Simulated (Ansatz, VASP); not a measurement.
## MgS (Niningerite) in two plane-wave programs

Aim: how closely do two programs agree when they are given the same cell, functional and k mesh? The cell is taken from a series of runs on this material, whose earlier steps may have relaxed, scaled, displaced or heated it; both programs get it as it stands.

Method: plane waves, with VASP 6.6.1 beside it; relaxation of cell and atoms at PBEsol and zone-centre phonons at PBEsol, in Ansatz 0.2.0.

## Step 1: The starting structure

It takes space group Fm-3m (No. 225, cubic). The conventional cell has a = 5.183 Å, b = 5.183 Å, c = 5.183 Å, α = 90.00°, β = 90.00°, γ = 90.00°. Nearest to Mg lie 6 S at 2.59 Å. Nearest to S lie 6 Mg at 2.59 Å. Farther neighbours and most contacts between anions are not listed.

## Step 2: VASP: relaxation of cell and atoms, PBEsol

The relaxed volume is the usual yardstick between codes: in a stiff, nearly cubic crystal its relative difference is about their pressure difference at one cell divided by the bulk modulus.

Lines of VASP's logs that name or quote its potential files are left out, and so is its time.

File INCAR:

```
SYSTEM = MgS
PREC = Accurate
ENCUT = 600
EDIFF = 1E-07
NELM = 120
ISMEAR = 0
SIGMA = 0.01
LREAL = .FALSE.
ALGO = Normal
GGA = PS
NBANDS = 10
LORBIT = 11
LWAVE = .FALSE.
LCHARG = .FALSE.
ISIF = 3
IBRION = 2
NSW = 80
EDIFFG = -0.005
LASPH = .TRUE.
GGA_COMPAT = .FALSE.
NELMIN = 4
EFERMI = MIDGAP
```

File POSCAR:

```
MgS
1.0
    0.0000000000      2.5917210000      2.5917210000
    2.5917210000      0.0000000000      2.5917210000
    2.5917210000      2.5917210000      0.0000000000
Mg S
1 1
Direct
    0.0000000000      0.0000000000      0.0000000000
    0.5000000000      0.5000000000      0.5000000000
```

File KPOINTS:

```
Automatic mesh
0
Gamma
8 8 8
0 0 0
```

Potentials, in the order of the species: Mg and S (PBE family, release 64).

Launch:

```console
$ mpirun -np 1 vasp_std
```

Numbers of over 12 decimals in the logs are rounded to 6 here.

Log:

```text
[banner, memory and clock lines left out]
running    1 mpi-ranks, on    1 nodes
 distrk:  each k-point on    1 cores,    1 groups
 distr:  one band on    1 cores,    1 groups

 POSCAR found type information on POSCAR MgS
 POSCAR found :  2 types and       2 ions
|                                                                             |
|               ----> ADVICE to this user running VASP <----                  |
|                                                                             |
|     You enforced a specific xc type in the INCAR file but a different       |
|     [... a line on the potential file left out ...]
|     I HOPE YOU KNOW WHAT YOU ARE DOING!                                     |
|                                                                             |

 LDA part: xc-table for (Slater+PW92), standard interpolation
 POSCAR, INCAR and KPOINTS ok, starting setup
 FFT: planning ... GRIDC
 FFT: planning ... GRID_SOFT
 FFT: planning ... GRID
 WAVECAR not read
 entering main loop
       N       E                     dE             d eps       ncg     rms          rms(c)
DAV:   1     0.246221178129E+02    0.24622E+02   -0.38638E+03   596   0.733E+02
DAV:   2    -0.776403899045E+01   -0.32386E+02   -0.30434E+02   732   0.110E+02
DAV:   3    -0.943061187630E+01   -0.16666E+01   -0.16619E+01   704   0.268E+01
DAV:   4    -0.944243991756E+01   -0.11828E-01   -0.11827E-01   702   0.249E+00
DAV:   5    -0.944252387910E+01   -0.83962E-04   -0.83961E-04   696   0.213E-01    0.415E+00
DAV:   6    -0.911918060343E+01    0.32334E+00   -0.71203E-01   624   0.353E+00    0.313E+00
DAV:   7    -0.907825635508E+01    0.40924E-01   -0.18794E-01   652   0.197E+00    0.193E+00
DAV:   8    -0.907566462646E+01    0.25917E-02   -0.99086E-03   644   0.626E-01    0.708E-01
DAV:   9    -0.907547523458E+01    0.18939E-03   -0.45816E-04   672   0.130E-01    0.299E-01
DAV:  10    -0.907546752962E+01    0.77050E-05   -0.12342E-04   634   0.535E-02    0.197E-02
DAV:  11    -0.907546864783E+01   -0.11182E-05   -0.14522E-06   698   0.845E-03    0.164E-02
DAV:  12    -0.907546850312E+01    0.14472E-06   -0.16319E-07   616   0.232E-03    0.483E-03
DAV:  13    -0.907546840528E+01    0.97832E-07   -0.77290E-08   340   0.128E-03
   1 F= -.90754684E+01 E0= -.90754684E+01  d E =-.907547E+01
 curvature:   0.00 expect dE= 0.000E+00 dE for cont linesearch  0.000E+00
 trial: gam= 0.00000 g(F)=  0.159E-61 g(S)=  0.190E-03 ort = 0.000E+00 (trialstep = 0.100E+01)
 search vector abs. value=  0.190E-03
 bond charge predicted
       N       E                     dE             d eps       ncg     rms          rms(c)
DAV:   1    -0.907592986480E+01   -0.46136E-03   -0.74777E-03   594   0.470E-01    0.149E-01
DAV:   2    -0.907557836998E+01    0.35149E-03   -0.90168E-04   620   0.140E-01    0.501E-02
DAV:   3    -0.907554197482E+01    0.36395E-04   -0.21441E-04   630   0.716E-02    0.346E-02
DAV:   4    -0.907554188643E+01    0.88382E-07   -0.17090E-06   618   0.958E-03    0.298E-02
DAV:   5    -0.907554297707E+01   -0.10906E-05   -0.83062E-07   618   0.579E-03    0.398E-03
DAV:   6    -0.907554281192E+01    0.16515E-06   -0.19569E-08   310   0.991E-04    0.211E-03
DAV:   7    -0.907554276449E+01    0.47429E-07   -0.19474E-09   302   0.288E-04
   2 F= -.90755428E+01 E0= -.90755428E+01  d E =-.743592E-04
 trial-energy change:   -0.000074  1 .order   -0.000072   -0.000190    0.000046
 step:   0.8140(harm=  0.8057)  dis= 0.00000  next Energy=    -9.075547 (dE=-0.786E-04)
 bond charge predicted
       N       E                     dE             d eps       ncg     rms          rms(c)
DAV:   1    -0.907556052664E+01   -0.17715E-04   -0.25730E-04   594   0.872E-02    0.275E-02
DAV:   2    -0.907554870956E+01    0.11817E-04   -0.31251E-05   620   0.260E-02    0.925E-03
DAV:   3    -0.907554729438E+01    0.14152E-05   -0.74060E-06   634   0.133E-02    0.637E-03
DAV:   4    -0.907554719094E+01    0.10344E-06   -0.55960E-08   392   0.178E-03    0.536E-03
DAV:   5    -0.907554676095E+01    0.42999E-06   -0.34362E-08   308   0.127E-03    0.580E-04
DAV:   6    -0.907554678351E+01   -0.22554E-07   -0.17379E-09   308   0.345E-04
   3 F= -.90755468E+01 E0= -.90755468E+01  d E =-.783782E-04
 curvature:  -0.40 expect dE=-0.237E-08 dE for cont linesearch -0.237E-08
 trial: gam= 0.00000 g(F)=  0.858E-63 g(S)=  0.588E-08 ort =-0.106E-05 (trialstep = 0.963E+00)
 search vector abs. value=  0.598E-08
 reached required accuracy - stopping structural energy minimisation
```

From OUTCAR (step 2):

```text
ion  position               nearest neighbor table
   1  0.000  0.000  0.000-   2 2.59   2 2.59   2 2.59   2 2.59   2 2.59   2 2.59
   2  0.500  0.500  0.500-   1 2.59   1 2.59   1 2.59   1 2.59   1 2.59   1 2.59

  LATTYP: Found a face centered cubic cell.
 ALAT       =     5.1834420000

 Subroutine GETGRP returns: Found 48 space group operations
 (whereof 48 operations were pure point group operations)

The static configuration has the point symmetry O_h .

 Found     29 irreducible k-points:

   k-points           NKPTS =     29   k-points in BZ     NKDIM =     29   number of bands    NBANDS=     10

   dimension x,y,z NGX =    30 NGY =   30 NGZ =   30
   dimension x,y,z NGXF=    60 NGYF=   60 NGZF=   60

   ENCUT  =  600.0 eV  44.10 Ry    6.64 a.u.   7.32  7.32  7.32*2*pi/ulx,y,z

   NELECT =       8.0000    total number of electrons

 k-points in reciprocal lattice and weights: Automatic mesh
   0.00000000  0.00000000  0.00000000       0.002
   0.12500000  0.00000000  0.00000000       0.016
   0.25000000  0.00000000  0.00000000       0.016
   0.37500000  0.00000000  0.00000000       0.016
   0.50000000  0.00000000  0.00000000       0.008
   0.12500000  0.12500000  0.00000000       0.012
   0.25000000  0.12500000  0.00000000       0.047
   0.37500000  0.12500000  0.00000000       0.047
   0.50000000  0.12500000  0.00000000       0.047
[...]
-0.37500000  0.50000000  0.12500000       0.023
  -0.25000000  0.50000000  0.25000000       0.012

 average (electrostatic) potential at core
       1 -36.3854       2 -86.0891

 E-fermi :   5.1726

 k-point     1 :       0.0000    0.0000    0.0000
  band No.  band energies     occupation
      1      -8.9615      2.00000
      2       3.8055      2.00000
      3       3.8055      2.00000
      4       3.8055      2.00000
      5       7.5129      0.00000
      6      11.6501      0.00000
      7      11.6501      0.00000
      8      11.6501      0.00000
      9      14.1325      0.00000
    ...

 k-point     2 :       0.1250    0.0000    0.0000
  band No.  band energies     occupation
      1      -8.8052      2.00000
      2       2.7264      2.00000
      3       3.6994      2.00000
      4       3.6994      2.00000
      5       8.3168      0.00000
      6      11.3338      0.00000
      7      11.9093      0.00000
      8      11.9093      0.00000
      9      13.4893      0.00000
    ...

 k-point     3 :       0.2500    0.0000    0.0000
  band No.  band energies     occupation
      1      -8.3810      2.00000
      2       0.9200      2.00000
      3       3.4687      2.00000
      4       3.4687      2.00000
      5       8.6881      0.00000
      6      11.5601      0.00000
      7      11.5601      0.00000
      8      12.0997      0.00000
      9      14.0482      0.00000
    ...

  Total        0.0002851      0.0002851      0.0002851     -0.0000000      0.0000000      0.0000000
  in kB        0.0131603      0.0131603      0.0131603     -0.0000000      0.0000000      0.0000000
  external PRESSURE =       0.0131603 kB  Pullay stress =       0.0000000 kB

  energy-cutoff  :      600.00
  volume of cell :       34.71
      direct lattice vectors                 reciprocal lattice vectors
     0.000000000  2.589111536  2.589111536    -0.193116439  0.193116439  0.193116439
     2.589111536  0.000000000  2.589111536     0.193116439 -0.193116439  0.193116439
     2.589111536  2.589111536  0.000000000     0.193116439  0.193116439 -0.193116439

 POSITION                                       TOTAL-FORCE (eV/Angst)
 -----------------------------------------------------------------------------------
      0.00000      0.00000      0.00000         0.000000      0.000000     -0.000000
      2.58911      2.58911      2.58911        -0.000000     -0.000000      0.000000
 -----------------------------------------------------------------------------------
    total drift:                               -0.000000     -0.000000      0.000000

  FREE ENERGIE OF THE ION-ELECTRON SYSTEM (eV)
  ---------------------------------------------------
  free  energy   TOTEN  =        -9.0755467835 eV

  energy  without entropy=       -9.0755467835  energy(sigma->0) =       -9.07554678

 reached required accuracy - stopping structural energy minimisation

 total charge
# of ion       s       p       d       tot
------------------------------------------
    1        0.139   0.132   0.041   0.312
    2        1.308   2.485   0.000   3.794
--------------------------------------------------
tot          1.447   2.617   0.041   4.106

[... 3 further parts left out ...]
```

## Step 3: Ansatz: relaxation of cell and atoms, PBEsol

Ansatz runs on norm-conserving files, of PseudoDojo where its log says so.

The same cell, functional and mesh now go to Ansatz, which takes its cutoff from its data sets.

File input.yaml:

```yaml
crystal:
  lattice:
    - [0.0, 2.5917213801, 2.5917213801]
    - [2.5917213801, 0.0, 2.5917213801]
    - [2.5917213801, 2.5917213801, 0.0]
  atoms:
    - { symbol: Mg, position: [0.0, 0.0, 0.0] }
    - { symbol: S, position: [0.5, 0.5, 0.5] }
kpoints:
  mp_grid: { grid: [8, 8, 8] }
hamiltonian:
  xc: pbesol
  pseudopotentials: { kind: nc, accuracy: standard }
scf:
  occupations: { method: fixed }
output:
  forces: true
  stress: true
  eigenvalues: true
relax:
  adjacent_minimum: "off"
  f_tol: 0.001
  max_steps: 60
  cell: { stress_tol: 0.01 }
```

Launch:

```console
$ ansatz run input.yaml --threads 4 --pin off --max-ram 7168MiB --backend cpu --events-out ev --progress --plain --runs-dir out
```

Log:

```text
Engine: ansatz 0.2.0, aarch64-unknown-linux-gnu
Pseudopotentials: kind: nc
Pseudopotential: Mg, nc, valence charge 10, recommended cutoff 1142.878222 eV (normal), Mg.nc.azcp (PseudoDojo's, or run here from an input of PseudoDojo's; its table is named by hamiltonian.pseudopotentials.accuracy)
Pseudopotential: S, nc, valence charge 6, recommended cutoff 707.496042 eV (normal), S.nc.azcp (PseudoDojo's, or run here from an input of PseudoDojo's; its table is named by hamiltonian.pseudopotentials.accuracy)
Functional definition: PBEsol
  exchange = pbesol_x
  correlation = pbesol_c
Crystal: 2 atoms, lattice volume = 34.817 Å³
Basis set: ecut = 1142.878222 eV, 3119 PW (Γ), exchange–correlation on 90×90×90 points (8 copies of the dense FFT grid, shifted against one another)
Bands: 12, of which v1, the nominal top of the filled ones, is band 8 counted from 1 (7 counted from 0)
Symmetry: 48 space group operations
Space group: Fm-3m (ITA 225), of the structure as read, at distance tolerance 3.3e-5 Å
k-points: 29 of 512
Non-local potential: Mg, projectors of the file, l = 0: 2, l = 1: 2
Non-local potential: S, projectors of the file, l = 0: 2, l = 1: 2, l = 2: 2
Initial density: superposition of atomic densities (chi_scale 0.1, normalization cell, long waves kept (reshape's long-wave potential 0.00 eV rms))
Initial wavefunctions: pseudopotential atomic-orbital guess
Functional: x = pbesol(κ = 0.804, μ = 0.123457), c = pbesol(β = 0.046)
SCF iter   1: F=—  HF=-1916.629578 eV  |F-HF|=—  |Δ(HF+E_count)|=         —  Δρ=4.32e-2  dr2=3.25e-1  ethr=3.10e-3  ⟨swp⟩=5.1  Hψ=1931  notcnv=0  defer=48
preconditioner: auto → none  [insulator: Δε(μ)=2.729 eV  Ē_g=11.777 eV  n_scr=8 (ndim 8)  ℏωp=17.8 eV  f_vac=0.000  ε∞_Penn≈3.3]
SCF iter   2: F=—  HF=-1916.535617 eV  |F-HF|=—  |Δ(HF+E_count)|=   9.40e-2  Δρ=1.57e-2  dr2=3.82e-2  ethr=2.03e-3  ⟨swp⟩=3.0  Hψ=796  notcnv=0  defer=52
SCF iter   3: F=—  HF=-1916.535349 eV  |F-HF|=—  |Δ(HF+E_count)|=   2.68e-4  Δρ=4.07e-3  dr2=2.76e-3  ethr=2.39e-4  ⟨swp⟩=2.3  Hψ=621  notcnv=0  defer=52
SCF iter   4: F=—  HF=-1916.535718 eV  |F-HF|=—  |Δ(HF+E_count)|=   3.69e-4  Δρ=8.38e-4  dr2=1.14e-4  ethr=1.73e-5  ⟨swp⟩=2.2  Hψ=517  notcnv=0  defer=52
SCF iter   5: F=—  HF=-1916.535738 eV  |F-HF|=—  |Δ(HF+E_count)|=   2.01e-5  Δρ=8.82e-5  dr2=9.80e-7  ethr=7.11e-7  ⟨swp⟩=2.2  Hψ=458  notcnv=0  defer=52
SCF iter   6: F=—  HF=-1916.535718 eV  |F-HF|=—  |Δ(HF+E_count)|=   1.99e-5  Δρ=1.18e-5  dr2=6.17e-8  ethr=6.25e-10  ⟨swp⟩=8.1  Hψ=2325  notcnv=0
SCF iter   7: F=-1916.535718 eV  HF=-1916.535718 eV  |F-HF|=3.98e-10  |Δ(HF+E_count)|=   2.01e-8  Δρ=1.11e-6  dr2=5.23e-10  ethr=3.86e-10  ⟨swp⟩=3.0  Hψ=1260  notcnv=0
SCF 1 converged in 7 iterations: F = -1916.535718 eV  dr2 = 5.23e-10
relax step   1: F+E_penalty+E_count = -1916.53571832 eV  Δ(F+E_penalty+E_count) = +0.000e0 eV  max|allowed force component| = 3.865e-29 eV/Å  Δτ_max = 0.0000 Å  P = -0.003 GPa  Ω = 34.817 Å³  (7 SCF iters, dr2 threshold 1.00e-7 eV, accepted)
Initial density: handed on by an earlier stage of this run
Initial wavefunctions: pseudopotential atomic-orbital guess (no wavefunctions were taken with the density)
iter 1 solved again at ethr=2.50e-7 eV; its pass at ethr=3.10e-3 eV (dr2=4.00e-5 eV) is discarded
SCF iter   1: F=—  HF=-1916.535739 eV  |F-HF|=—  |Δ(HF+E_count)|=         —  Δρ=2.68e-6  dr2=1.57e-9  ethr=2.50e-7  ⟨swp⟩=4.2  Hψ=2989  notcnv=0  defer=53
eigensolver tolerance schedule: the retry pair's looser diagonalisation over-reported the residual by 25554.54 of it (diagonalisation noise at an unbounded share of the residual, at the tolerance the schedule requests for it); recorded, not acted on — ethr = c·dr2/N_el stays at c = 1.0e-1
preconditioner: auto → none  [insulator: Δε(μ)=2.726 eV  Ē_g=11.750 eV  n_scr=8 (ndim 8)  ℏωp=17.8 eV  f_vac=0.000  ε∞_Penn≈3.3]
SCF iter   2: F=—  HF=-1916.535718 eV  |F-HF|=—  |Δ(HF+E_count)|=   2.05e-5  Δρ=1.46e-6  dr2=3.08e-10  ethr=9.79e-12  ⟨swp⟩=3.3  Hψ=737  notcnv=0  defer=44
SCF iter   3: F=—  HF=-1916.535718 eV  |F-HF|=—  |Δ(HF+E_count)|=  9.14e-11  Δρ=8.62e-7  dr2=4.23e-11  ethr=1.92e-12  ⟨swp⟩=2.1  Hψ=426  notcnv=0  defer=44
SCF iter   4: F=—  HF=-1916.535718 eV  |F-HF|=—  |Δ(HF+E_count)|=  1.00e-11  Δρ=1.58e-7  dr2=1.38e-12  ethr=2.64e-13 (applied; sched 1.00e-12)  ⟨swp⟩=2.6  Hψ=573  notcnv=0  defer=44
SCF iter   5: F=-1916.535718 eV  HF=-1916.535718 eV  |F-HF|=1.36e-12  |Δ(HF+E_count)|=  4.55e-13  Δρ=1.20e-7  dr2=7.37e-13  ethr=1.00e-12  ⟨swp⟩=9.2  Hψ=2185  notcnv=0
SCF 2 converged in 5 iterations: F = -1916.535718 eV  dr2 = 7.37e-13
relax step   2: F+E_penalty+E_count = -1916.53571832 eV  Δ(F+E_penalty+E_count) = -2.076e-10 eV  max|allowed force component| = 3.813e-29 eV/Å  Δτ_max = 0.0000 Å  P = -0.003 GPa  Ω = 34.817 Å³  stress off target by 2.58e-3 GPa  SCF on the basis re-selected at this cell (its energy is not comparable with the rows above)  (5 SCF iters)
basis re-selected at this cell: Δ(F+E_penalty+E_count) = -2.076e-10 eV, ΔP = +0.000 GPa vs the last step (what re-selecting the basis moved, of the pressure what is left beyond the Pulay correction that the steps carried, after the strain that the cell walked since its last selection, with what the two solves' SCF thresholds leave and, on support functions, any second-order correction that the steps lacked; it is no  [...]
SCF converged after 5 iterations
Free energy (F): -1916.535718 eV
Harris-Foulkes:  -1916.535718 eV  (|F-HF|=1.36e-12)
Internal energy: -1916.535718 eV  (E = F + TS)
E sigma→0 (E₀):  -1916.535718 eV
Fermi energy:    6.444689 eV
--- Per-component energies (eV) ---
  E_band       = -329.812042
  E_kinetic    = 1029.147877
  E_local      = -1748.083311  (includes V_loc(G=0)·N_el)
  E_nonlocal   = -451.491525
  E_hartree    = 601.267849
  E_xc         = -299.638125
  E_vxc        = -361.920787  (∫ρ·V_xc dr)
  E_ewald      = -1047.738481
  E_smearing   = -0.000000  (= −TS)
  E_closure    = 0.000000  (closes the sum)
  Σ components = -1916.535718   (vs F -1916.535718, Δ=0.00e0)
--- Forces (eV/Å), atoms counted from 1 ---
  atom   1  Mg     0.00000000    -0.00000000     0.00000000
  atom   2  S     -0.00000000     0.00000000    -0.00000000
  max |Σ_I F_I| component: 6.26e-29 eV/Å
--- Stress (GPa, compression-positive) ---
       -0.002579       0.000000      -0.000000
        0.000000      -0.002579       0.000000
       -0.000000       0.000000      -0.002579
  P = ⅓ Tr σ = -0.0026 GPa (-0.026 kbar)
--- Band table (eV; the first three rows and the last of 29) ---
  k-point 0: bands = [... 4 lower, -6.3000, 6.4447, 6.4447, 6.4447, 10.1240, 14.2801, 14.2801, 14.2801]
  k-point 1: bands = [... 4 lower, -6.1438, 5.3694, 6.3406, 6.3406, 10.9300, 13.9620, 14.5326, 14.5326]
  k-point 2: bands = [... 4 lower, -5.7202, 3.5715, 6.1142, 6.1142, 11.3135, 14.1703, 14.1703, 14.7076]
  k-point 28: bands = [... 4 lower, -4.5109, 3.1216, 3.1216, 4.0240, 11.6941, 14.2907, 14.2907, 14.4455]
--- Relaxed structure (1 steps of the walk, 1 accepted, 1 SCFs on fresh bases) ---
  F+E_penalty+E_count = -1916.53571832 eV   max|allowed force component| = 3.813e-29 eV/Å   (the final SCF, on the basis selected at the relaxed cell)
  cell:  # Å, volume = 34.8173 Å³
    - [0.0, 2.5917213801, 2.5917213801]
    - [2.5917213801, 0.0, 2.5917213801]
    - [2.5917213801, 2.5917213801, 0.0]
  atoms:
    - { symbol: Mg, position: [0.0, 0.0, 0.0] }
    - { symbol: S, position: [0.500000, 0.500000, 0.500000] }
```

In the SCF lines HF is the Harris–Foulkes energy and dr2 the Hartree energy of the density residual, in eV; the loop may stop once dr2 is under the threshold and the program's other checks hold. Hψ counts applications of the Hamiltonian.

## Step 4: Side by side

Known differences besides the potentials themselves: fixed occupations in Ansatz, narrow Gaussian smearing in VASP; the data sets hold 16 valence electrons in Ansatz (on norm-conserving files, of PseudoDojo where its log says so) and 8 in VASP; the cutoff is 1142.88 eV in Ansatz and 600 eV in VASP; Ansatz adds a Pulay correction to the stress that steers its cell, VASP none. Total energies have different zeros and are not compared.

The two programs side by side:

| quantity | Ansatz | VASP | difference |
| --- | --- | --- | --- |
| volume (Å³) | 34.82 | 34.71 | +0.30 % |
| edge a after relaxation, in the typed setting (Å) | 3.665 | 3.662 | +0.10 % |

[end of part 1 of 2]

[Lines on the potential files, build, host, timing and source positions are cut from VASP's logs without a mark.]

[Logs are printed without paths, hosts, clocks, repeated set-up lines and the standing remarks that a program may print on its own settings, such as how far it seeks lower states.]

[Hosts, paths, dates, database ids (printed as entryN), source tags and the programs' standing remarks are cut or masked in the printed files.]
